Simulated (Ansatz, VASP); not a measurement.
# GaN (6H polytype (invented)): VASP beside Ansatz

One calculation is typed for both programs; each brings its own data sets. How far apart do they land? The cell is taken from a series of runs on this material, whose earlier steps may have relaxed, scaled, displaced or heated it; both programs get it as it stands.

Calculated with Ansatz 0.2.0; plane waves, with VASP 6.6.1 beside it; single point at r2SCAN.

### Step 1. The starting structure

Symmetry: P6_3mc, No. 186, hexagonal system. Conventional cell: a = 3.181 Å, b = 3.181 Å, c = 15.572 Å, α = 90.00°, β = 90.00°, γ = 120.00°. Ga has 4 N at 1.95 Å nearest. Nearest to Ga lie 4 N at 1.95 Å. Nearest to N lie 4 Ga at 1.95 Å. N has 4 Ga at 1.95 Å nearest. Nearest to N lie 4 Ga at 1.95 Å. Farther neighbours and most contacts between anions are not listed.

As a file:

```cif
data_structure
_symmetry_space_group_name_H-M 'P 1'
_symmetry_Int_Tables_number 1
_cell_length_a 3.1813
_cell_length_b 3.1813
_cell_length_c 15.5718
_cell_angle_alpha 90.000
_cell_angle_beta 90.000
_cell_angle_gamma 120.000
_cell_volume 136.48
loop_
_atom_site_label
_atom_site_type_symbol
_atom_site_fract_x
_atom_site_fract_y
_atom_site_fract_z
_atom_site_occupancy
Ga1 Ga 0.00000 0.00000 0.00003 1
Ga2 Ga 0.33333 0.66667 0.16648 1
Ga3 Ga 0.66667 0.33333 0.33321 1
Ga4 Ga 0.00000 0.00000 0.50003 1
Ga5 Ga 0.66667 0.33333 0.66648 1
Ga6 Ga 0.33333 0.66667 0.83321 1
N7 N 0.00000 0.00000 0.12514 1
N8 N 0.33333 0.66667 0.29171 1
N9 N 0.66667 0.33333 0.45842 1
N10 N 0.00000 0.00000 0.62514 1
N11 N 0.66667 0.33333 0.79171 1
N12 N 0.33333 0.66667 0.95842 1
```

### Step 2. VASP: single point, r2SCAN

With cell and atoms fixed, the geometry can't cause a difference; cores, projectors, grids and the points listed under the comparison can.

Lines of VASP's logs that name or quote its potential files are left out, and so is its time.

INCAR reads:

```
SYSTEM = GaN
PREC = Accurate
ENCUT = 580
EDIFF = 1E-06
NELM = 120
ISMEAR = 0
SIGMA = 0.01
LREAL = .FALSE.
ALGO = Normal
METAGGA = R2SCAN
LASPH = .TRUE.
NBANDS = 66
LORBIT = 11
LWAVE = .FALSE.
LCHARG = .FALSE.
ISIF = 2
GGA_COMPAT = .FALSE.
EFERMI = MIDGAP
LMIXTAU = .TRUE.
KPAR = 2
```

POSCAR reads:

```
GaN
1.0
    3.1812531966      0.0000000000      0.0000000000
   -1.5906265983      2.7550460841      0.0000000000
    0.0000000000      0.0000000000     15.5718115165
Ga N
6 6
Direct
    0.0000000000      0.0000000000      0.0000303792
    0.3333333333      0.6666666667      0.1664792392
    0.6666666667      0.3333333333      0.3332147259
    0.0000000000      0.0000000000      0.5000303792
    0.6666666667      0.3333333333      0.6664792392
    0.3333333333      0.6666666667      0.8332147259
    0.0000000000      0.0000000000      0.1251434552
    0.3333333333      0.6666666667      0.2917125689
    0.6666666667      0.3333333333      0.4584196316
    0.0000000000      0.0000000000      0.6251434552
    0.6666666667      0.3333333333      0.7917125689
    0.3333333333      0.6666666667      0.9584196316
```

KPOINTS reads:

```
Automatic mesh
0
Gamma
9 9 2
0 0 0
```

Potentials, in the order of the species: Ga_d and N (PBE family, release 64).

Run with:

```
$ mpirun -np 2 vasp_std
```

Numbers of over 12 decimals in the logs are rounded to 6 here.

Log:

```text
[banner, memory and clock lines left out]
running    2 mpi-ranks, on    1 nodes
 distrk:  each k-point on    1 cores,    2 groups
 distr:  one band on    1 cores,    1 groups

 POSCAR found type information on POSCAR GaN
 POSCAR found :  2 types and      12 ions
|                                                                             |
|               ----> ADVICE to this user running VASP <----                  |
|                                                                             |
|     You enforced a specific xc type in the INCAR file but a different       |
|     [... a line on the potential file left out ...]
|     I HOPE YOU KNOW WHAT YOU ARE DOING!                                     |
|                                                                             |

 LDA part: xc-table for (None), standard interpolation
 POSCAR, INCAR and KPOINTS ok, starting setup
 FFT: planning ... GRIDC
 FFT: planning ... GRID_SOFT
 FFT: planning ... GRID
 WAVECAR not read
 entering main loop
       N       E                     dE             d eps       ncg     rms          rms(c)
DAV:   1     0.140135169902E+04    0.14014E+04   -0.51026E+04  3680   0.335E+03
DAV:   2     0.198370470955E+03   -0.12030E+04   -0.11383E+04  3168   0.895E+02
DAV:   3    -0.126120036340E+03   -0.32449E+03   -0.30966E+03  3834   0.280E+02
DAV:   4    -0.158752019931E+03   -0.32632E+02   -0.32121E+02  3706   0.917E+01
DAV:   5    -0.160915117860E+03   -0.21631E+01   -0.21547E+01  4576   0.241E+01    0.176E+01
DAV:   6    -0.141900612707E+03    0.19015E+02   -0.33472E+01  5320   0.534E+01    0.561E+00
DAV:   7    -0.138255111197E+03    0.36455E+01   -0.77737E+00  3740   0.126E+01    0.428E+00
DAV:   8    -0.139235716792E+03   -0.98061E+00   -0.29251E+00  4368   0.246E+01    0.247E+00
DAV:   9    -0.139316353406E+03   -0.80637E-01   -0.11296E+00  3788   0.673E+00    0.272E+00
DAV:  10    -0.139262135675E+03    0.54218E-01   -0.35824E-01  4848   0.748E+00    0.128E+00
DAV:  11    -0.134705389383E+03    0.45567E+01   -0.95504E-01  4056   0.112E+01    0.133E+00
DAV:  12    -0.130333964038E+03    0.43714E+01   -0.82904E-01  3212   0.581E+00    0.667E-01
DAV:  13    -0.130350568313E+03   -0.16604E-01   -0.54740E-02  4112   0.135E+00    0.830E-01
DAV:  14    -0.130355153498E+03   -0.45852E-02   -0.26117E-03  3970   0.305E-01    0.886E-01
[...]
DAV:  40    -0.131412853252E+03    0.52558E-04   -0.37666E-04  3796   0.350E-01    0.445E-02
DAV:  41    -0.131412799102E+03    0.54151E-04   -0.13057E-04  5550   0.119E-01    0.214E-02
DAV:  42    -0.131412824256E+03   -0.25154E-04   -0.37710E-05  3836   0.101E-01    0.216E-02
DAV:  43    -0.131412787649E+03    0.36607E-04   -0.12086E-05  3270   0.567E-02    0.175E-02
DAV:  44    -0.131412817213E+03   -0.29564E-04   -0.15702E-05  3526   0.111E-01    0.151E-02
DAV:  45    -0.131412825929E+03   -0.87167E-05   -0.26268E-06  2894   0.342E-02    0.142E-02
DAV:  46    -0.131412823193E+03    0.27360E-05   -0.12969E-05  3584   0.308E-02    0.111E-02
DAV:  47    -0.131412823945E+03   -0.75149E-06   -0.44577E-06  3346   0.140E-02
   1 F= -.13141282E+03 E0= -.13141282E+03  d E =0.000000E+00
```

Parts of OUTCAR (step 2):

```text
ion  position               nearest neighbor table
   1  0.000  0.000  0.000-  12 1.95  12 1.95  12 1.95   7 1.95
   2  0.333  0.667  0.166-   7 1.95   7 1.95   7 1.95   8 1.95
   3  0.667  0.333  0.333-   8 1.95   8 1.95   8 1.95   9 1.95
   4  0.000  0.000  0.500-   9 1.95   9 1.95   9 1.95  10 1.95
   5  0.667  0.333  0.666-  10 1.95  10 1.95  10 1.95  11 1.95
   6  0.333  0.667  0.833-  11 1.95  11 1.95  11 1.95  12 1.95
   7  0.000  0.000  0.125-   2 1.95   2 1.95   2 1.95   1 1.95
   8  0.333  0.667  0.292-   3 1.95   3 1.95   3 1.95   2 1.95
   9  0.667  0.333  0.458-   4 1.95   4 1.95   4 1.95   3 1.95
  10  0.000  0.000  0.625-   5 1.95   5 1.95   5 1.95   4 1.95
  11  0.667  0.333  0.792-   6 1.95   6 1.95   6 1.95   5 1.95
  12  0.333  0.667  0.958-   1 1.95   1 1.95   1 1.95   6 1.95

  LATTYP: Found a hexagonal cell.
 ALAT       =     3.1812531966
 C/A-ratio  =     4.8948670710

 Subroutine GETGRP returns: Found 12 space group operations
 (whereof  6 operations were pure point group operations)

The static configuration has the point symmetry C_3v.
 The point group associated with its full space group is C_6v.

 Found     24 irreducible k-points:

   k-points           NKPTS =     24   k-points in BZ     NKDIM =     24   number of bands    NBANDS=     66

   dimension x,y,z NGX =    28 NGY =   28 NGZ =  126
   dimension x,y,z NGXF=    56 NGYF=   56 NGZF=  252

   ENCUT  =  580.0 eV  42.63 Ry    6.53 a.u.   6.25  6.25 30.58*2*pi/ulx,y,z

   NELECT =     108.0000    total number of electrons

 k-points in reciprocal lattice and weights: Automatic mesh
   0.00000000  0.00000000  0.00000000       0.006
   0.11111111 -0.00000000  0.00000000       0.037
   0.22222222 -0.00000000  0.00000000       0.037
   0.33333333 -0.00000000  0.00000000       0.037
   0.44444444 -0.00000000  0.00000000       0.037
   0.11111111  0.11111111  0.00000000       0.037
   0.22222222  0.11111111  0.00000000       0.074
   0.33333333  0.11111111  0.00000000       0.074
   0.44444444  0.11111111  0.00000000       0.037
[...]
0.33333333  0.22222222  0.50000000       0.074
   0.33333333  0.33333333  0.50000000       0.012

 average (electrostatic) potential at core
       1 -68.2611       2 -68.2173       3 -68.2438       4 -68.2611       5 -68.2173
       6 -68.2438       7 -64.8851       8 -64.9124       9 -64.9414      10 -64.8851
      11 -64.9124      12 -64.9414

 E-fermi :   6.1972

 k-point     1 :       0.0000    0.0000    0.0000
  band No.  band energies     occupation
    ...
     50       4.8196      2.00000
     51       4.8196      2.00000
     52       5.0754      2.00000
     53       5.0889      2.00000
     54       5.0889      2.00000
     55       7.3054      0.00000
     56       8.8853      0.00000
     57       9.0543      0.00000
     58       9.9683      0.00000
     59      10.1603      0.00000
    ...

 k-point     2 :       0.1111   -0.0000    0.0000
  band No.  band energies     occupation
    ...
     50       4.3978      2.00000
     51       4.6481      2.00000
     52       4.6674      2.00000
     53       4.9583      2.00000
     54       4.9789      2.00000
     55       8.2162      0.00000
     56       9.4065      0.00000
     57       9.5505      0.00000
     58      10.6098      0.00000
     59      10.8445      0.00000
    ...

 k-point     3 :       0.2222   -0.0000    0.0000
  band No.  band energies     occupation
    ...
     50       3.8662      2.00000
     51       4.2649      2.00000
     52       4.2840      2.00000
     53       4.6254      2.00000
     54       4.6779      2.00000
     55       9.4658      0.00000
     56      10.0616      0.00000
     57      10.1954      0.00000
     58      11.1979      0.00000
     59      11.3656      0.00000
    ...

  Total        1.1127429      1.1127429      1.1626636      0.0000000      0.0000000      0.0000000
  in kB       13.0628872     13.0628872     13.6489240      0.0000000      0.0000000      0.0000000
  external PRESSURE =      13.2582328 kB  Pullay stress =       0.0000000 kB

  energy-cutoff  :      580.00
  volume of cell :      136.48
      direct lattice vectors                 reciprocal lattice vectors
     3.181253197  0.000000000  0.000000000     0.314341531  0.181485167  0.000000000
    -1.590626598  2.755046084  0.000000000     0.000000000  0.362970335  0.000000000
     0.000000000  0.000000000 15.571811517     0.000000000  0.000000000  0.064218604

 POSITION                                       TOTAL-FORCE (eV/Angst)
 -----------------------------------------------------------------------------------
      0.00000      0.00000      0.00047         0.000000      0.000000     -0.004009
     -0.00000      1.83670      2.59238         0.000000     -0.000000      0.003706
      1.59063      0.91835      5.18876         0.000000     -0.000000     -0.004565
      0.00000      0.00000      7.78638        -0.000000      0.000000     -0.004009
      1.59063      0.91835     10.37829        -0.000000      0.000000      0.003706
     -0.00000      1.83670     12.97466        -0.000000      0.000000     -0.004565
      0.00000      0.00000      1.94871         0.000000      0.000000      0.002344
     -0.00000      1.83670      4.54249         0.000000     -0.000000      0.002091
      1.59063      0.91835      7.13842         0.000000      0.000000      0.000432
      0.00000      0.00000      9.73462        -0.000000      0.000000      0.002344
      1.59063      0.91835     12.32840         0.000000      0.000000      0.002091
     -0.00000      1.83670     14.92433         0.000000      0.000000      0.000432
 -----------------------------------------------------------------------------------
    total drift:                                0.000003      0.000005     -0.060664

  FREE ENERGIE OF THE ION-ELECTRON SYSTEM (eV)
  ---------------------------------------------------
  free  energy   TOTEN  =      -131.4128239448 eV

  energy  without entropy=     -131.4128239448  energy(sigma->0) =     -131.41282394

 total charge
# of ion       s       p       d       tot
------------------------------------------
    1        0.757   0.886  10.193  11.836
    2        0.756   0.883  10.194  11.833
    3        0.758   0.885  10.193  11.835
    4        0.757   0.886  10.193  11.836
    5        0.756   0.883  10.194  11.833
    6        0.758   0.885  10.193  11.835
    7        1.230   2.550   0.000   3.780
    8        1.230   2.547   0.000   3.777
    9        1.230   2.548   0.000   3.777
   10        1.230   2.550   0.000   3.780
   11        1.230   2.547   0.000   3.777
   12        1.230   2.548   0.000   3.777
--------------------------------------------------
tot         11.920  20.595  61.160  93.675

[... 3 further parts left out ...]
```

The gap is read on the k-mesh alone, so it is an upper bound where the band edges lie off the mesh. The PAW data sets were made with PBE, which is usual practice but a small mismatch for other functionals.

(Continued in part 2 of 2.)

[Lines on the potential files, build, host, timing and source positions are cut from VASP's logs without a mark.]

[Logs are printed without paths, hosts, clocks, repeated set-up lines and the standing remarks that a program may print on its own settings, such as how far it seeks lower states.]

[Hosts, paths, dates, database ids (printed as entryN), source tags and the programs' standing remarks are cut or masked in the printed files.]
